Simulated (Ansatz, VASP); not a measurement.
**LaFe2P2 in two plane-wave programs**

Aim: how closely do two programs agree when they are given the same cell, functional and k mesh? Valence electrons are named where the data sets of a main pair hold unlike numbers.

Program: Ansatz 0.2.0. Level of theory: plane waves, with VASP 6.6.1 beside it; single point at PBEsol. Results are calculated unless marked as measured.

### 1. Set-up

It takes space group I4/mmm (No. 139, tetragonal). Conventional cell: a = 3.786 Å, b = 3.786 Å, c = 11.020 Å, α = 90.00°, β = 90.00°, γ = 90.00°. Fe has 4 P at 2.18 Å and 4 Fe at 2.68 Å and 4 La at 3.34 Å nearest. Nearest to La lie 10 P at 3.16 to 3.83 Å and 8 Fe at 3.34 Å and 4 La at 3.79 Å. P has 4 Fe at 2.18 Å and 5 La at 3.16 to 3.83 Å and 9 P at 3.36 to 3.79 Å nearest. Farther neighbours are not listed.

### 2. Ansatz: single point, PBEsol

Ansatz runs on its default PAW (the set named soft_2) files.

A single point gives forces, pressure and levels at one fixed geometry, so differences don't come from the geometry; what else differs is listed under the comparison.

Input file input.yaml:

```yaml
crystal:
  lattice:
    - [-1.8928825844, 1.8928825844, 5.5100156407]
    - [3.7857651688, -3.7857651688, 11.0200312814]
    - [1.8928825844, 1.8928825844, -5.5100156407]
  atoms:
    - { symbol: Fe, position: [0.25, 0.375, 0.5], spin: 3.0 }
    - { symbol: Fe, position: [0.25, 0.875, 0.5], spin: 3.0 }
    - { symbol: Fe, position: [0.75, 0.125, 0.5], spin: 3.0 }
    - { symbol: Fe, position: [0.75, 0.625, 0.5], spin: 3.0 }
    - { symbol: La, position: [0.0, 0.0, 0.0] }
    - { symbol: La, position: [0.0, 0.5, 0.0] }
    - { symbol: P, position: [0.34774256, 0.17387128, 0.0] }
    - { symbol: P, position: [0.34774256, 0.67387128, 0.0] }
    - { symbol: P, position: [0.65225744, 0.32612872, 0.0] }
    - { symbol: P, position: [0.65225744, 0.82612872, 0.0] }
hamiltonian:
  xc: pbesol
  pseudopotentials: { kind: paw }
magnetization:
  spin_polarized: true
kpoints:
  mp_grid: { grid: [6, 6, 6] }
scf:
  occupations: { method: gaussian, width: 0.05 }
  n_extra_bands: 14
output:
  forces: true
  stress: true
  eigenvalues: true
```

Command:

```sh
$ ansatz run input.yaml --threads 4 --pin off --max-ram 9216MiB --backend cpu --events-out ev --progress --plain --runs-dir out
```

Numbers of over 12 decimals in the logs are rounded to 6 here.

Output:

```text
Warning: the band count 67 (scf.n_extra_bands) hosts the net moment |M| = 12.0000 μB (N_el = 106) but caps the reachable moment at 2·n_bands − N_el = 28.0000 μB, below the 71 bands that the automatic rule leaves for it — a moment growing past the seed, or the majority channel's smearing tail, pins there with fewer empty majority states than that count leaves; raise or omit scf.n_extra_bands unless the cap is intended
basis.fft_grid_basis auto: the FFT boxes are laid along the combinations [[1, 0, 1], [0, 1, 2], [0, 0, 1]] of the cell's own vectors, 3.786, 7.572 and 6.126 Å long. The dense box has 27×54×45 points. Along the cell's own vectors, as sized, it would have 45×90×45, 2.78 times as many. Of the 8 symmetry operations that the crystal satisfies within crystal.symmetry.tolerance (time reversal apart; of a slab, those that ke [...]
scf.n_extra_bands = 14 over 53 filled bands (N_el = 106.0): the run solves 67 bands
Engine: ansatz 0.2.0, aarch64-unknown-linux-gnu
Pseudopotentials: kind: paw
Pseudopotential: Fe, paw, valence charge 16, recommended cutoff 420 eV (normal), Fe.paw.azcp
Pseudopotential: La, paw, valence charge 11, recommended cutoff 420 eV (normal), La.paw.azcp
Pseudopotential: P, paw, valence charge 5, recommended cutoff 420 eV (normal), P.paw.azcp
Functional definition: PBEsol
  exchange = pbesol_x
  correlation = pbesol_c
Crystal: 10 atoms, lattice volume = 157.939 Å³
Basis set: ecut = 420 eV, 3123 PW (Γ), FFT grids on a1+a3, a2+2a3, a3, exchange–correlation on 54×108×90 points (8 copies of the dense FFT grid, shifted against one another)
Bands: 67, of which v1, the nominal top of the filled ones, is band 53 counted from 1 (52 counted from 0)
Symmetry: 8 space group operations
Space group: I4/mmm (ITA 139), of the structure as read, at distance tolerance 5.4e-5 Å
Magnetic group: BNS 139.531 (UNI 1191), of the structure as read, at distance tolerance 5.4e-5 Å
k-points: 68 of 216
Non-local potential: Fe, projectors of the file, l = 0: 3, l = 1: 2, l = 2: 3, l = 3: 1
Non-local potential: La, projectors of the file, l = 0: 3, l = 1: 2, l = 2: 2, l = 3: 3
Non-local potential: P, projectors of the file, l = 0: 2, l = 1: 2, l = 2: 2
PAW form: soft (Blöchl's): semilocal exchange-correlation on the pseudo side does not see the compensation charge
PAW frozen core: Fe, regenerated for the run's functional, and the local potential with it (the file was generated under x = pbe(κ = 0.804, μ = 0.219515), c = pbe(β = 0.066725))
PAW frozen core: La, regenerated for the run's functional, and the local potential with it (the file was generated under x = pbe(κ = 0.804, μ = 0.219515), c = pbe(β = 0.066725))
PAW frozen core: P, regenerated for the run's functional, and the local potential with it (the file was generated under x = pbe(κ = 0.804, μ = 0.219515), c = pbe(β = 0.066725))
PAW one-centre angular grid: Fe, 590 points (default); XC on 64 Gauss nodes
PAW one-centre angular grid: La, 590 points (default); XC on 64 Gauss nodes
PAW one-centre angular grid: P, 110 points (default); XC on 64 Gauss nodes
Initial density: superposition of atomic densities (chi_scale 0.1, normalization cell, long waves kept (reshape's long-wave potential 0.00 eV rms))
Starting moments: Σ|m| = 12 μB on 4 of 10 sites
Initial wavefunctions: pseudopotential atomic-orbital guess
Functional: x = pbesol(κ = 0.804, μ = 0.123457), c = pbesol(β = 0.046)
SCF iter   1: F=—  HF=-33099.608314 eV  |F-HF|=—  |Δ(HF+E_count)|=         —  Δρ=1.94e-1 (↑1.94e-1 ↓3.51e-2)  dr2=6.26e1  dr2_m=1.43e1  M=3.803 μB ∫|m|=6.151 μB  β_m=0.30  ethr=3.10e-3  ⟨swp⟩=6.1  Hψ=35570  notcnv=0
Mixer restart at iter 1: flushing history
preconditioner: auto → Kerker (q_TF=auto, 2.553 Å⁻¹)  [metal: Δε(μ)=0.001 eV  Ē_g=7.605 eV  σ=0.050 eV  W_gap=0.01  n_scr=46 (ndim 8)  ℏωp=24.7 eV  f_vac=0.000  D(μ)=8.21/eV (n_scr^D=68)]
spin=Collinear: Kerker preconditioning applied to the charge; magnetization (m = ρ↑ − ρ↓) channel mixes plain (no charge-response kernel on spin).
SCF iter   2: F=—  HF=-33081.206251 eV  |F-HF|=—  |Δ(HF+E_count)|=    1.84e1  Δρ=9.38e-2 (↑9.35e-2 ↓9.38e-2)  dr2=1.18e0  dr2_m=1.24e1  M=2.802 μB ∫|m|=3.939 μB  β_m=0.39  ethr=3.10e-3  ⟨swp⟩=4.5  Hψ=23834  notcnv=0  defer=858
SCF iter   3: F=—  HF=-33084.047533 eV  |F-HF|=—  |Δ(HF+E_count)|=    2.84e0  Δρ=7.63e-2 (↑6.85e-2 ↓7.63e-2)  dr2=3.90e-1  dr2_m=7.45e0  M=2.047 μB ∫|m|=2.854 μB  β_m=0.66  ethr=1.12e-3  ⟨swp⟩=3.3  Hψ=16124  notcnv=0  defer=893
SCF iter   4: F=—  HF=-33088.365879 eV  |F-HF|=—  |Δ(HF+E_count)|=    4.32e0  Δρ=6.52e-2 (↑1.32e-2 ↓6.52e-2)  dr2=4.48e0  dr2_m=2.00e0  M=0.655 μB ∫|m|=1.051 μB  β_m=0.65  ethr=3.68e-4  ⟨swp⟩=3.9  Hψ=19099  notcnv=0  defer=893
SCF iter   5: F=—  HF=-33088.946136 eV  |F-HF|=—  |Δ(HF+E_count)|=   5.80e-1  Δρ=1.03e-2 (↑1.03e-2 ↓3.69e-3)  dr2=1.90e-1  dr2_m=3.08e-2  M=0.184 μB ∫|m|=0.314 μB  β_m=0.73  ethr=3.68e-4  ⟨swp⟩=5.0  Hψ=25071  notcnv=0  defer=934
SCF iter   6: F=—  HF=-33088.943439 eV  |F-HF|=—  |Δ(HF+E_count)|=   2.70e-3  Δρ=5.75e-3 (↑5.75e-3 ↓4.66e-3)  dr2=1.42e-1  dr2_m=1.23e-3  M=0.096 μB ∫|m|=0.139 μB  β_m=0.87  ethr=1.79e-4  ⟨swp⟩=2.9  Hψ=12777  notcnv=0  defer=935
SCF iter   7: F=—  HF=-33088.977693 eV  |F-HF|=—  |Δ(HF+E_count)|=   3.43e-2  Δρ=6.47e-4 (↑4.31e-4 ↓6.47e-4)  dr2=1.62e-3  dr2_m=1.18e-4  M=0.049 μB ∫|m|=0.055 μB  β_m=0.93  ethr=1.34e-4  ⟨swp⟩=2.9  Hψ=13640  notcnv=0  defer=935
SCF iter   8: F=—  HF=-33088.977810 eV  |F-HF|=—  |Δ(HF+E_count)|=   1.16e-4  Δρ=3.32e-4 (↑1.68e-4 ↓3.32e-4)  dr2=9.45e-5  dr2_m=7.30e-5  M=0.033 μB ∫|m|=0.039 μB  β_m=0.97  ethr=1.53e-6  ⟨swp⟩=2.1  Hψ=17356  notcnv=0  defer=935
SCF iter   9: F=—  HF=-33088.977830 eV  |F-HF|=—  |Δ(HF+E_count)|=   2.00e-5  Δρ=1.69e-4 (↑1.69e-4 ↓1.08e-4)  dr2=1.25e-4  dr2_m=4.31e-6  M=0.015 μB ∫|m|=0.017 μB  β_m=0.98  ethr=8.92e-8  ⟨swp⟩=2.0  Hψ=14819  notcnv=0  defer=935
SCF iter  10: F=—  HF=-33088.977853 eV  |F-HF|=—  |Δ(HF+E_count)|=   2.30e-5  Δρ=4.94e-5 (↑3.74e-5 ↓4.94e-5)  dr2=1.25e-5  dr2_m=5.74e-7  M=0.007 μB ∫|m|=0.007 μB  β_m=0.99  ethr=8.92e-8  ⟨swp⟩=2.0  Hψ=12223  notcnv=0  defer=935
SCF iter  11: F=—  HF=-33088.977856 eV  |F-HF|=—  |Δ(HF+E_count)|=   3.16e-6  Δρ=1.01e-5 (↑1.01e-5 ↓7.32e-6)  dr2=2.52e-8  dr2_m=9.98e-8  M=0.003 μB ∫|m|=0.003 μB  β_m=1.00  ethr=1.18e-8  ⟨swp⟩=2.0  Hψ=14671  notcnv=0  defer=935
SCF iter  12: F=—  HF=-33088.977856 eV  |F-HF|=—  |Δ(HF+E_count)|=   5.25e-7  Δρ=7.17e-6 (↑3.98e-6 ↓7.17e-6)  dr2=1.43e-7  dr2_m=1.47e-8  M=0.001 μB ∫|m|=0.001 μB  β_m=1.00  ethr=2.38e-11  ⟨swp⟩=3.5  Hψ=23081  notcnv=0  defer=935
SCF iter  13: F=—  HF=-33088.977856 eV  |F-HF|=—  |Δ(HF+E_count)|=   4.42e-8  Δρ=1.99e-6 (↑1.99e-6 ↓1.08e-6)  dr2=1.46e-8  dr2_m=9.77e-10  M=0.000 μB ∫|m|=0.000 μB  β_m=0.96  ethr=2.38e-11  ⟨swp⟩=2.9  Hψ=17588  notcnv=0  defer=935
SCF iter  14: F=-33088.977856 eV  HF=-33088.977856 eV  |F-HF|=8.37e-10  |Δ(HF+E_count)|=   3.48e-9  Δρ=2.54e-7 (↑2.54e-7 ↓2.44e-7)  dr2=1.13e-9  dr2_m=1.72e-11  M=0.000 μB ∫|m|=0.000 μB  ethr=1.38e-11  ⟨swp⟩=11.6  Hψ=43033  notcnv=0
SCF 1 converged in 14 iterations: F = -33088.977856 eV  dr2 = 1.13e-9
  greatest PAW one-centre occupation: 1.000 electrons in one spin orbital (limit 2), on the Fe atom at site 3 (counted from 0), in its partial waves of l = 1
WARN: the starting moments were not kept: the SCF closed with an absolute magnetisation of 3.4e-5 μB, where they sum to 12 μB in size (4 sites). That is at most 0.1 of that sum. Measured as dr2_m measures the in/out step, that magnetisation stands 1.0e-10 eV from none, at or under the dr2_threshold of 1.0e-7 eV: it is no larger than a step whose dr2_m would equal this threshold. The system may hold no moment; this SC [...]
SCF converged after 14 iterations
Magnetization: 0.0000 μB (53.0000 up, 53.0000 down)
Absolute magnetization: 0.0000 μB (∫|ρ↑−ρ↓|, with the PAW one-centre terms)
Spin contamination: 0.0000 ħ² per cell (⟨S²⟩ above its minimum at these occupations)
Per-site moments (μB) at R_I (Å): [(3.493952190288735e-6, 0.898380), (3.493952190288735e-6, 0.898380), (3.493952190271007e-6, 0.898380), (3.4939521902710077e-6, 0.898380), (3.113152459845124e-6, 1.303219), (3.1131524598451243e-6, 1.303219), (-3.5950735196163353e-7, 0.898380), (-3.5950735196163364e-7, 0.898380), (-3.5950735211271864e-7, 0.898380), (-3.5950735211271854e-7, 0.898380)]
Free energy (F): -33088.977856 eV
Harris-Foulkes:  -33088.977856 eV  (|F-HF|=8.37e-10)
Internal energy: -33088.968380 eV  (E = F + TS)
E sigma→0 (E₀):  -33088.973118 eV
Entropy (-TS):   -0.009477 eV (-0.948 meV/atom)
Fermi energy:    14.546968 eV
--- Per-component energies (eV) ---
  E_band       = -963.800701
  E_kinetic    = 2115.530876
  E_local      = -14093.970189  (includes V_loc(G=0)·N_el)
  E_nonlocal   = 1191.247903
  E_hartree    = 6165.971279
  E_xc         = -1005.775741
  E_vxc        = -1164.979465  (∫ρ·V_xc dr)
  E_paw        = -18209.060293  (= ΣΔE_a)
  E_vpaw       = -1343.578895  (= ΣTr[D̂ρ^β])
  E_aug_tail   = 0.003580  (compensation charges beyond the density's cutoff)
  E_ewald      = -9254.156005
  E_core_change = 1.240210  (= ΣΔE_core)
  E_smearing   = -0.009477  (= −TS)
  E_closure    = -0.000000  (closes the sum)
  Σ components = -33088.977856   (vs F -33088.977856, Δ=0.00e0)
--- Forces (eV/Å), atoms counted from 1 ---
  atom   1  Fe    -0.00041711     0.00000000     0.00593454
  atom   2  Fe    -0.00041711     0.00000000     0.00593454
  atom   3  Fe     0.00041711     0.00000000    -0.00593454
  atom   4  Fe     0.00041711     0.00000000    -0.00593454
  atom   5  La     0.00000000    -0.00000000     0.00000000
  atom   6  La     0.00000000    -0.00000000     0.00000000
  atom   7  P     -0.00118605     0.00000000     0.25645904
  atom   8  P     -0.00118605     0.00000000     0.25645904
  atom   9  P      0.00118605     0.00000000    -0.25645904
  atom  10  P      0.00118605     0.00000000    -0.25645904
  max |Σ_I F_I| component: 1.39e-17 eV/Å
--- Stress (GPa, compression-positive) ---
       -2.894652       0.000000       0.002045
        0.000000      -2.788490       0.000000
        0.002045       0.000000      -3.277400
  P = ⅓ Tr σ = -2.9868 GPa (-29.868 kbar)
--- Band table (eV; the first three rows and the last of 136) ---
  k-point 0 ↑: bands = [... 49 lower, 13.6636, 14.2145, 14.2177, 14.2842, 15.1317, 15.1790, 15.2768, 15.5281, ... 10 higher]
  k-point 1 ↑: bands = [... 49 lower, 13.7694, 13.8579, 13.9733, 14.3784, 14.7373, 15.2788, 15.2842, 15.3551, ... 10 higher]
  k-point 2 ↑: bands = [... 49 lower, 13.6912, 13.8602, 13.8804, 14.7166, 14.7374, 15.2748, 15.2841, 15.3713, ... 10 higher]
  k-point 67 ↓: bands = [... 49 lower, 13.8905, 14.4794, 14.4794, 15.0296, 15.0296, 15.3756, 15.3756, 15.8413, ... 10 higher]
```

It took 1.7 min on 4 threads of Arm Neoverse N1, shared host; peak memory 1.3 GiB; 6.6 min of CPU time.

The run ends at a pressure of -2.99 GPa, with forces up to 0.26 eV/Å.

[end of part 1 of 2]

[Lines on the potential files, build, host, timing and source positions are cut from VASP's logs without a mark.]

[Logs are printed without paths, hosts, clocks, repeated set-up lines and the standing remarks that a program may print on its own settings, such as how far it seeks lower states.]

[Hosts, paths, dates, database ids (printed as entryN), source tags and the programs' standing remarks are cut or masked in the printed files.]
